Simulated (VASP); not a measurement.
Method: PBE GGA, VASP's PBE PAW potentials (set 64) (plane waves; VASP).

VASP ran on this input.

POSCAR:
```
CsPbBr3
1.0
  5.9486300000   0.0000000000   0.0000000000
  0.0000000000   5.9486300000   0.0000000000
  0.0000000000   0.0000000000   5.9486300000
Cs Pb Br
1 1 3
Direct
  0.0000000000   0.0000000000   0.0000000000
  0.5000000000   0.5000000000   0.5000000000
  0.5000000000   0.5000000000   0.0000000000
  0.0000000000   0.5000000000   0.5000000000
  0.5000000000   0.0000000000   0.5000000000
```

**KPOINTS**
```
kpoints
0
G
 4 4 4
```

INCAR:
```
# general
SYSTEM =CsPbBr3
PREC   =Accurate
ENCUT  =150
LREAL  =.False.
LASPH  =.True.

# electronic loop
EDIFF  =1E-6
NELM   =100
ALGO   =Normal
LMAXMIX=4

# smearing
ISMEAR =0
SIGMA  =0.01

# functional
GGA    =PE

# ions
ISIF   =2

# output
LWAVE  =.False.
LCHARG =.False.
```

POTCAR, in this order: Cs_sv Pb_d Br (PBE.64 set). Program: vasp_std.

At this cut-off the stress carries a Pulay error, which pulls relaxed volumes low. Unless said otherwise, spin-orbit coupling is left out, though it shifts the bands of the heavy elements here.

Task: What does the run give for the energy per atom (σ→0), pressure, band gap (on the k-mesh)?

Result: 
```json
{
 "energy per atom (σ→0)": "-2.032 eV/atom",
 "band gap (on the k-mesh)": "1.79 eV",
 "pressure": "-51.89 GPa"
}
```

OSZICAR:
```
...
DAV:   7    -0.101563652177E+02    0.28174E-01   -0.12220E+00   594   0.706E+00    0.173E+00
DAV:   8    -0.101581531435E+02   -0.17879E-02   -0.15356E-01   564   0.250E+00    0.297E-01
DAV:   9    -0.101577723136E+02    0.38083E-03   -0.76121E-03   602   0.512E-01    0.121E-01
DAV:  10    -0.101582296922E+02   -0.45738E-03   -0.10436E-03   600   0.181E-01    0.452E-02
DAV:  11    -0.101582784198E+02   -0.48728E-04   -0.24807E-04   598   0.997E-02    0.232E-02
DAV:  12    -0.101582847100E+02   -0.62902E-05   -0.25556E-05   560   0.342E-02    0.113E-02
DAV:  13    -0.101582842420E+02    0.46796E-06   -0.46910E-06   582   0.128E-02
   1 F= -.10158284E+02 E0= -.10158284E+02  d E =-.218699E-15
```

The structure comes from a computed database's CsPbBr3 entry; how it stands against other phases isn't given here. The cell was not relaxed at this level. The run is one of a series of settings (ENCUT = 150 against the base run), some of them coarse on purpose.
